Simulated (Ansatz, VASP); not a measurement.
**PtC: VASP beside Ansatz**

One calculation is typed for both programs; each brings its own data sets. How far apart do they land? The cell is generated by rule, not measured, and may not be a known phase. The cell is taken from a series of runs on this material, whose earlier steps may have relaxed, scaled, displaced or heated it; both programs get it as it stands.

Calculated with Ansatz 0.2.0; plane waves, with VASP 6.6.1 beside it; relaxation of cell and atoms at PBEsol.

The structure was built from a prototype and need not be the compound's stable phase.

### Step 1. Set-up

Symmetry: P6_3/mmc, No. 194, hexagonal system. Conventional cell: a = 3.117 Å, b = 3.117 Å, c = 5.183 Å, α = 90.00°, β = 90.00°, γ = 120.00°. Nearest to Pt lie 6 C at 2.22 Å. Nearest to C lie 6 Pt at 2.22 Å. Farther neighbours are not listed.

Structure file:

```xyz
4
Lattice="3.1172 0.0000 0.0000 -1.5586 2.6995 0.0000 0.0000 0.0000 5.1830" Properties=species:S:1:pos:R:3 pbc="T T T"
Pt    0.0000    0.0000    0.0000
Pt    0.0000    0.0000    2.5915
C     0.0000    1.7997    1.2958
C     1.5586    0.8998    3.8873
```

### Step 2. VASP: relaxation of cell and atoms, PBEsol, pair 1

The relaxed volume is the usual yardstick between codes: in a stiff, nearly cubic crystal its relative difference is about their pressure difference at one cell divided by the bulk modulus.

Lines of VASP's logs that name or quote its potential files are left out, and so is its time.

INCAR reads:

```
SYSTEM = PtC
PREC = Accurate
ENCUT = 600
EDIFF = 1E-07
NELM = 120
ISMEAR = 0
SIGMA = 0.1
LREAL = .FALSE.
ALGO = Normal
GGA = PS
NBANDS = 20
LASPH = .TRUE.
LORBIT = 11
LWAVE = .FALSE.
LCHARG = .FALSE.
ISIF = 3
IBRION = 2
NSW = 80
EDIFFG = -0.005
GGA_COMPAT = .FALSE.
NELMIN = 4
KPAR = 2
```

POSCAR reads:

```
PtC
1.0
    3.1171700000     -0.0000030000      0.0000000000
   -1.5585820000      2.6995500000      0.0000000000
    0.0000000000      0.0000000000      5.1830440000
Pt C
2 2
Direct
    0.0000000000      0.0000000000      0.0000000000
    0.0000000000      0.0000000000      0.5000000000
    0.3333333333      0.6666666667      0.2500000000
    0.6666666667      0.3333333333      0.7500000000
```

KPOINTS reads:

```
Automatic mesh
0
Gamma
15 15 8
0 0 0
```

Potentials, in the order of the species: Pt and C (PBE family, release 64).

Command:

```sh
mpirun -np 2 vasp_std
```

Numbers of over 12 decimals in the logs are rounded to 6 here.

Output:

```text
[banner, memory and clock lines left out]
running    2 mpi-ranks, on    1 nodes
 distrk:  each k-point on    1 cores,    2 groups
 distr:  one band on    1 cores,    1 groups

 POSCAR found type information on POSCAR PtC
 POSCAR found :  2 types and       4 ions
|                                                                             |
|               ----> ADVICE to this user running VASP <----                  |
|                                                                             |
|     You enforced a specific xc type in the INCAR file but a different       |
|     [... a line on the potential file left out ...]
|     I HOPE YOU KNOW WHAT YOU ARE DOING!                                     |
|                                                                             |

 LDA part: xc-table for (Slater+PW92), standard interpolation
 POSCAR, INCAR and KPOINTS ok, starting setup
 FFT: planning ... GRIDC
 FFT: planning ... GRID_SOFT
 FFT: planning ... GRID
 WAVECAR not read
 entering main loop
       N       E                     dE             d eps       ncg     rms          rms(c)
DAV:   1     0.158879838170E+03    0.15888E+03   -0.15707E+04  5416   0.150E+03
DAV:   2    -0.240140562095E+02   -0.18289E+03   -0.17481E+03  6116   0.301E+02
DAV:   3    -0.320985060816E+02   -0.80844E+01   -0.78729E+01  6252   0.599E+01
DAV:   4    -0.322093106465E+02   -0.11080E+00   -0.11061E+00  6168   0.757E+00
DAV:   5    -0.322107908118E+02   -0.14802E-02   -0.14799E-02  6432   0.802E-01    0.320E+01
DAV:   6    -0.290160774362E+02    0.31947E+01   -0.18653E+01  6392   0.368E+01    0.171E+01
DAV:   7    -0.284438552940E+02    0.57222E+00   -0.34969E+00  6156   0.162E+01    0.935E+00
DAV:   8    -0.283612721228E+02    0.82583E-01   -0.24511E-01  5988   0.390E+00    0.166E+00
DAV:   9    -0.283572692635E+02    0.40029E-02   -0.13205E-02  6332   0.899E-01    0.374E-01
DAV:  10    -0.283572393091E+02    0.29954E-04   -0.37906E-03  6056   0.454E-01    0.178E-01
DAV:  11    -0.283571351653E+02    0.10414E-03   -0.35674E-04  6040   0.159E-01    0.258E-02
DAV:  12    -0.283571252826E+02    0.98827E-05   -0.29432E-05  6256   0.364E-02    0.180E-02
DAV:  13    -0.283571249929E+02    0.28968E-06   -0.11278E-06  5812   0.792E-03    0.577E-03
DAV:  14    -0.283571248938E+02    0.99092E-07   -0.55344E-08  3684   0.175E-03
   1 F= -.28357125E+02 E0= -.28350521E+02  d E =-.283571E+02
 curvature:   0.00 expect dE= 0.000E+00 dE for cont linesearch  0.000E+00
 trial: gam= 0.00000 g(F)=  0.608E-44 g(S)=  0.754E-04 ort = 0.000E+00 (trialstep = 0.100E+01)
 search vector abs. value=  0.754E-04
 bond charge predicted
       N       E                     dE             d eps       ncg     rms          rms(c)
DAV:   1    -0.283572970482E+02   -0.17206E-03   -0.74859E-03  5544   0.607E-01    0.680E-02
DAV:   2    -0.283571847193E+02    0.11233E-03   -0.30956E-04  6204   0.138E-01    0.338E-02
DAV:   3    -0.283571629302E+02    0.21789E-04   -0.39700E-05  6296   0.504E-02    0.165E-02
DAV:   4    -0.283571573046E+02    0.56255E-05   -0.16605E-05  6092   0.286E-02    0.105E-02
DAV:   5    -0.283571574370E+02   -0.13236E-06   -0.96121E-07  5960   0.662E-03    0.206E-03
DAV:   6    -0.283571574583E+02   -0.21321E-07   -0.31045E-08  2988   0.131E-03
   2 F= -.28357157E+02 E0= -.28350544E+02  d E =-.325645E-04
 trial-energy change:   -0.000033  1 .order   -0.000033   -0.000075    0.000010
 step:   0.8876(harm=  0.8876)  dis= 0.00000  next Energy=   -28.357158 (dE=-0.335E-04)
 reached required accuracy - stopping structural energy minimisation
```

OUTCAR, selected parts (step 2):

```text
ion  position               nearest neighbor table
   1  0.000  0.000  0.000-   3 2.22   4 2.22   3 2.22   4 2.22   4 2.22   3 2.22   2 2.59   2 2.59

  LATTYP: Found a hexagonal cell.
 ALAT       =     3.1171700000
 C/A-ratio  =     1.6627402419

 Subroutine GETGRP returns: Found 24 space group operations
 (whereof 12 operations were pure point group operations)

The static configuration has the point symmetry D_3d.
 The point group associated with its full space group is D_6h.

 Found    135 irreducible k-points:

   k-points           NKPTS =    135   k-points in BZ     NKDIM =    135   number of bands    NBANDS=     20

   dimension x,y,z NGX =    28 NGY =   28 NGZ =   42
   dimension x,y,z NGXF=    56 NGYF=   56 NGZF=   84

   ENCUT  =  600.0 eV  44.10 Ry    6.64 a.u.   6.23  6.23 10.35*2*pi/ulx,y,z

   NELECT =      28.0000    total number of electrons

 k-points in reciprocal lattice and weights: Automatic mesh
   0.00000000  0.00000000  0.00000000       0.001
   0.06666667  0.00000000  0.00000000       0.003
   0.13333333  0.00000000  0.00000000       0.003
   0.20000000  0.00000000  0.00000000       0.003
   0.26666667  0.00000000  0.00000000       0.003
   0.33333333  0.00000000  0.00000000       0.003
   0.40000000  0.00000000  0.00000000       0.003
   0.46666667  0.00000000  0.00000000       0.003
   0.06666667  0.06666667  0.00000000       0.003
[...]
0.33333333  0.26666667  0.50000000       0.007
   0.33333333  0.33333333  0.50000000       0.001

 average (electrostatic) potential at core
       1 -64.2818       2 -64.2818       3 -45.4531       4 -45.4531

 E-fermi :  10.7112

 k-point     1 :       0.0000    0.0000    0.0000
  band No.  band energies     occupation
    ...
     11       8.6417      2.00000
     12       8.6417      2.00000
     13      10.3364      2.00000
     14      10.4112      1.99998
     15      10.4112      1.99998
     16      11.8094      0.00000
     17      15.8138      0.00000
     18      15.8138      0.00000
     19      16.7915      0.00000
     20      16.8567      0.00000

 k-point     2 :       0.0667    0.0000    0.0000
  band No.  band energies     occupation
    ...
     11       8.4756      2.00000
     12       8.6320      2.00000
     13      10.2885      2.00000
     14      10.4861      1.99855
     15      10.7372      0.71281
     16      11.7951      0.00000
     17      15.4608      0.00000
     18      15.6949      0.00000
     19      17.0170      0.00000
     20      17.2600      0.00000

 k-point     3 :       0.1333    0.0000    0.0000
  band No.  band energies     occupation
    ...
     10       6.8499      2.00000
     11       8.2054      2.00000
     12       8.6057      2.00000
     13      10.0216      2.00000
     14      10.6428      1.66641
     15      11.5778      0.00000
     16      11.7695      0.00000
     17      14.7872      0.00000
     18      15.4320      0.00000
     19      17.6028      0.00000
    ...

  Total        0.0016237      0.0016237     -0.0117046      0.0000000      0.0000000      0.0000000
  in kB        0.0596623      0.0596623     -0.4300708      0.0000000      0.0000000      0.0000000
  external PRESSURE =      -0.1035821 kB  Pullay stress =       0.0000000 kB

  energy-cutoff  :      600.00
  volume of cell :       43.60
      direct lattice vectors                 reciprocal lattice vectors
     3.115710782 -0.000002999 -0.000000000     0.320954230  0.185302545 -0.000000000
    -1.557852392  2.698286279  0.000000000     0.000000357  0.370605804 -0.000000000
     0.000000000  0.000000000  5.186603200    -0.000000000 -0.000000000  0.192804416

 POSITION                                       TOTAL-FORCE (eV/Angst)
 -----------------------------------------------------------------------------------
      0.00000      0.00000      0.00000        -0.000000     -0.000000      0.000000
      0.00000      0.00000      2.59330        -0.000000     -0.000000      0.000000
      0.00000      1.79886      1.29665        -0.000000     -0.000000     -0.000000
      1.55786      0.89943      3.88995         0.000000      0.000000      0.000000
 -----------------------------------------------------------------------------------
    total drift:                               -0.000000     -0.000000      0.000000

  FREE ENERGIE OF THE ION-ELECTRON SYSTEM (eV)
  ---------------------------------------------------
  free  energy   TOTEN  =       -28.3571574583 eV

  energy  without entropy=      -28.3439311808  energy(sigma->0) =      -28.35054432

 reached required accuracy - stopping structural energy minimisation

 total charge
# of ion       s       p       d       tot
------------------------------------------
    1        0.681   0.792   8.075   9.549
    2        0.681   0.792   8.075   9.549
    3        0.846   1.376   0.000   2.222
    4        0.846   1.376   0.000   2.222
--------------------------------------------------
tot          3.055   4.337  16.150  23.541

[... 3 further parts left out ...]
```

CONTCAR:

```
PtC
   1.00000000000000
     3.1157107817999594   -0.0000029988128882   -0.0000000000000000
    -1.5578523924924974    2.6982862792462226    0.0000000000000000
     0.0000000000000000    0.0000000000000000    5.1866032001691380
  Pt              C
     2     2
Direct
     0.0000000000000000    0.0000000000000000    0.0000000000000000
     0.0000000000000000    0.0000000000000000    0.5000000000000000
     0.3333333332999970    0.6666666667000030    0.2500000000000000
     0.6666666667000030    0.3333333332999970    0.7500000000000000
```

### Step 3. Ansatz: relaxation of cell and atoms, PBEsol, pair 1

Ansatz runs on its default PAW (the set named soft_2) files.

The same cell, functional, mesh and smearing now go to Ansatz, which takes its cutoff from its data sets.

input.yaml reads:

```yaml
crystal:
  lattice:
    - [3.1171698934, -3.0869e-06, 0.0]
    - [-1.5585822734, 2.6995498591, 0.0]
    - [0.0, 0.0, 5.1830444946]
  atoms:
    - { symbol: Pt, position: [0.0, 0.0, 0.0] }
    - { symbol: Pt, position: [0.0, 0.0, 0.5] }
    - { symbol: C, position: [0.3333333333, 0.6666666667, 0.25] }
    - { symbol: C, position: [0.6666666667, 0.3333333333, 0.75] }
kpoints:
  mp_grid: { grid: [15, 15, 8] }
hamiltonian:
  xc: pbesol
scf:
  occupations: { method: gaussian, width: 0.1 }
output:
  forces: true
  stress: true
  eigenvalues: true
  write_density: true
  write_potential: true
  elf: true
  volumetric_format: npy
relax:
  adjacent_minimum: "off"
  f_tol: 0.005
  max_steps: 80
  cell: { stress_tol: 0.05 }
```

Command:

```sh
ansatz run input.yaml --threads 4 --pin off --max-ram 7168MiB --backend cpu --events-out ev --progress --plain --runs-dir out
```

Output:

```text
Engine: ansatz 0.2.0, x86_64-unknown-linux-gnu
Pseudopotentials: kind: paw
Pseudopotential: Pt, paw, valence charge 18, recommended cutoff 420 eV (normal), Pt.paw.azcp
Pseudopotential: C, paw, valence charge 4, recommended cutoff 420 eV (normal), C.paw.azcp
Functional definition: PBEsol
  exchange = pbesol_x
  correlation = pbesol_c
Crystal: 4 atoms, lattice volume = 43.615 Å³
Basis set: ecut = 420 eV, 869 PW (Γ), exchange–correlation on 48×48×72 points (8 copies of the dense FFT grid, shifted against one another)
Bands: 27, of which v1, the nominal top of the filled ones, is band 22 counted from 1 (21 counted from 0)
Symmetry: 24 space group operations
Space group: P63/mmc (ITA 194), of the structure as read, at distance tolerance 3.5e-5 Å
k-points: 135 of 1800
Non-local potential: Pt, projectors of the file, l = 0: 3, l = 1: 2, l = 2: 2, l = 3: 1
Non-local potential: C, projectors of the file, l = 0: 2, l = 1: 2, l = 2: 1
PAW form: soft (Blöchl's): semilocal exchange-correlation on the pseudo side does not see the compensation charge
PAW frozen core: Pt, regenerated for the run's functional, and the local potential with it (the file was generated under x = pbe(κ = 0.804, μ = 0.219515), c = pbe(β = 0.066725))
PAW frozen core: C, regenerated for the run's functional, and the local potential with it (the file was generated under x = pbe(κ = 0.804, μ = 0.219515), c = pbe(β = 0.066725))
PAW one-centre angular grid: Pt, 590 points (default); XC on 64 Gauss nodes
PAW one-centre angular grid: C, 110 points (default); XC on 64 Gauss nodes
Initial density: superposition of atomic densities (neutral atoms: chi_scale 0, normalization atom), corrected by the library's trained network
Initial wavefunctions: pseudopotential atomic-orbital guess
Functional: x = pbesol(κ = 0.804, μ = 0.123457), c = pbesol(β = 0.046)
SCF iter   1: F=—  HF=-25256.148600 eV  |F-HF|=—  |Δ(HF+E_count)|=         —  Δρ=8.69e-3  dr2=1.98e-2  ethr=1.77e-3  ⟨swp⟩=5.7  Hψ=14417  notcnv=0
preconditioner: auto → Kerker (q_TF=auto, 2.732 Å⁻¹)  [metal: Δε(μ)=0.006 eV  Ē_g=9.133 eV  σ=0.100 eV  W_gap=0.04  n_scr=22 (ndim 8)  ℏωp=29.8 eV  f_vac=0.000  D(μ)=2.62/eV (n_scr^D=22)]
SCF iter   2: F=—  HF=-25256.145904 eV  |F-HF|=—  |Δ(HF+E_count)|=   2.70e-3  Δρ=4.54e-3  dr2=5.74e-3  ethr=4.51e-5  ⟨swp⟩=2.0  Hψ=5586  notcnv=0
SCF iter   3: F=—  HF=-25256.144256 eV  |F-HF|=—  |Δ(HF+E_count)|=   1.65e-3  Δρ=7.36e-4  dr2=2.47e-4  ethr=1.30e-5  ⟨swp⟩=2.0  Hψ=5433  notcnv=0
SCF iter   4: F=—  HF=-25256.144211 eV  |F-HF|=—  |Δ(HF+E_count)|=   4.55e-5  Δρ=1.80e-4  dr2=1.22e-5  ethr=5.62e-7  ⟨swp⟩=2.0  Hψ=5299  notcnv=0
SCF iter   5: F=—  HF=-25256.144207 eV  |F-HF|=—  |Δ(HF+E_count)|=   3.95e-6  Δρ=4.51e-5  dr2=9.40e-7  ethr=2.78e-8  ⟨swp⟩=1.4  Hψ=3928  notcnv=0
SCF iter   6: F=-25256.144207 eV  HF=-25256.144207 eV  |F-HF|=2.43e-9  |Δ(HF+E_count)|=   2.38e-7  Δρ=8.01e-6  dr2=1.79e-8  ethr=2.27e-10  ⟨swp⟩=11.3  Hψ=26018  notcnv=0
SCF 1 converged in 6 iterations: F = -25256.144207 eV  dr2 = 1.79e-8
  greatest PAW one-centre occupation: 1.000 electrons in one spin orbital (limit 2), on the Pt atom at site 1 (counted from 0), in its partial waves of l = 0
relax step   1: F+E_penalty+E_count = -25256.14420697 eV  Δ(F+E_penalty+E_count) = +0.000e0 eV  max|allowed force component| = 3.146e-16 eV/Å  Δτ_max = 0.0000 Å  P = -0.051 GPa  Ω = 43.615 Å³  (6 SCF iters, dr2 threshold 1.00e-7 eV, accepted)
[...]
relax step   2: F+E_penalty+E_count = -25256.14428076 eV  Δ(F+E_penalty+E_count) = -7.379e-5 eV  max|allowed force component| = 2.035e-16 eV/Å  Δτ_max = 0.0000 Å  P = +0.025 GPa  Ω = 43.590 Å³  energy of the carried Pulay correction = +3.288e-5 eV  (6 SCF iters, dr2 threshold 1.56e-7 eV, accepted)
[...]
relax step   3: F+E_penalty+E_count = -25256.14428472 eV  Δ(F+E_penalty+E_count) = -3.963e-6 eV  max|allowed force component| = 1.573e-16 eV/Å  Δτ_max = 0.0000 Å  P = -0.001 GPa  Ω = 43.599 Å³  energy of the carried Pulay correction = +2.179e-5 eV  (6 SCF iters, accepted)
[...]
relax step   4: F+E_penalty+E_count = -25256.14427278 eV  Δ(F+E_penalty+E_count) = +1.194e-5 eV  max|allowed force component| = 3.886e-16 eV/Å  Δτ_max = 0.0000 Å  P = -0.001 GPa  Ω = 43.599 Å³  stress off target by 2.44e-3 GPa  SCF on the basis re-selected at this cell (its energy is not comparable with the rows above)  (8 SCF iters)
basis re-selected at this cell: Δ(F+E_penalty+E_count) = +1.194e-5 eV, ΔP = -0.001 GPa vs the last step (what re-selecting the basis moved, of the pressure what is left beyond the Pulay correction that the steps carried, after the strain that the cell walked since its last selection, with what the two solves' SCF thresholds leave and, on support functions, any second-order correction that the steps lacked; it is no m [...]
SCF converged after 8 iterations
Free energy (F): -25256.144273 eV
Harris-Foulkes:  -25256.144273 eV  (|F-HF|=0.00e0)
Internal energy: -25256.131103 eV  (E = F + TS)
E sigma→0 (E₀):  -25256.137688 eV
Entropy (-TS):   -0.013170 eV (-3.293 meV/atom)
Fermi energy:    20.018346 eV
--- Per-component energies (eV) ---
  E_band       = -320.797992
  E_kinetic    = 1446.315008
  E_local      = -3521.955817  (includes V_loc(G=0)·N_el)
  E_nonlocal   = 457.379284
  E_hartree    = 1306.359027
  E_xc         = -615.115231
  E_vxc        = -722.314651  (∫ρ·V_xc dr)
  E_paw        = -18821.300529  (= ΣΔE_a)
  E_vpaw       = -592.940361  (= ΣTr[D̂ρ^β])
  E_aug_tail   = 0.000491  (compensation charges beyond the density's cutoff)
  E_ewald      = -5508.429499
  E_core_change = 0.616163  (= ΣΔE_core)
  E_smearing   = -0.013170  (= −TS)
  E_closure    = -0.000000  (closes the sum)
  Σ components = -25256.144273   (vs F -25256.144273, Δ=0.00e0)
--- Forces (eV/Å), atoms counted from 1 ---
  atom   1  Pt     0.00000000     0.00000000    -0.00000000
  atom   2  Pt     0.00000000    -0.00000000     0.00000000
  atom   3  C      0.00000000    -0.00000000     0.00000000
  atom   4  C     -0.00000000     0.00000000     0.00000000
  max |Σ_I F_I| component: 2.22e-16 eV/Å
--- Stress (GPa, compression-positive) ---
       -0.002439      -0.000000       0.000000
       -0.000000      -0.002439       0.000000
        0.000000       0.000000       0.000687
  P = ⅓ Tr σ = -0.0014 GPa (-0.014 kbar)
--- Band table (eV; the first three rows and the last of 135) ---
  k-point 0: bands = [... 18 lower, 17.9510, 17.9510, 19.6296, 19.7155, 19.7155, 21.1267, 25.1150, 25.1150, ... 1 higher]
  k-point 1: bands = [... 18 lower, 17.6839, 17.6839, 19.4252, 20.1147, 20.1147, 20.7142, 24.9487, 24.9487, ... 1 higher]
  k-point 2: bands = [... 18 lower, 17.1992, 17.1992, 18.9413, 19.8040, 20.9494, 20.9494, 24.4756, 24.4756, ... 1 higher]
  k-point 134: bands = [... 18 lower, 17.4969, 17.4969, 19.7819, 19.7819, 19.8758, 19.8758, 24.8375, 24.8375, ... 1 higher]
--- Relaxed structure (3 steps of the walk, 3 accepted, 1 SCFs on fresh bases) ---
  F+E_penalty+E_count = -25256.14427278 eV   max|allowed force component| = 3.886e-16 eV/Å   (the final SCF, on the basis selected at the relaxed cell)
  cell:  # Å, volume = 43.5986 Å³
    - [3.115420, -3.0851472616413506e-6, 0.0]
    - [-1.557707, 2.698034, 0.0]
    - [0.0, 0.0, 5.186913]
  atoms:
    - { symbol: Pt, position: [0, 0, 0.0] }
    - { symbol: Pt, position: [0, 0, 0.5] }
    - { symbol: C, position: [0.333333, 0.666667, 0.25] }
    - { symbol: C, position: [0.666667, 0.333333, 0.75] }
```

Reading the cycles: dr2 is the Hartree energy of the density residual (eV), the measure of convergence; HF is the Harris–Foulkes estimate of the energy, which meets the free energy F at convergence.

### Step 4. Comparison

Known differences besides the potentials themselves: the data sets hold 44 valence electrons in Ansatz (on its default PAW (the set named soft_2) files) and 28 in VASP; the cutoff is 420 eV in Ansatz and 600 eV in VASP; Ansatz makes its cores anew for this functional, VASP keeps those of its PBE data sets; Ansatz adds a Pulay correction to the stress that steers its cell, VASP none. Total energies have different zeros and are not compared.

Compared:

```tsv
quantity	Ansatz	VASP	difference
volume (Å³)	43.60	43.60	-0.01 %
edge a after relaxation, in the typed setting (Å)	3.115	3.116	-0.01 %
edge c after relaxation, in the typed setting (Å)	5.187	5.187	+0.01 %
```

(Part 1 of 2 ends here.)

[Lines on the potential files, build, host, timing and source positions are cut from VASP's logs without a mark.]

[Logs are printed without paths, hosts, clocks, repeated set-up lines and the standing remarks that a program may print on its own settings, such as how far it seeks lower states.]

[Hosts, paths, dates, database ids (printed as entryN), source tags and the programs' standing remarks are cut or masked in the printed files.]
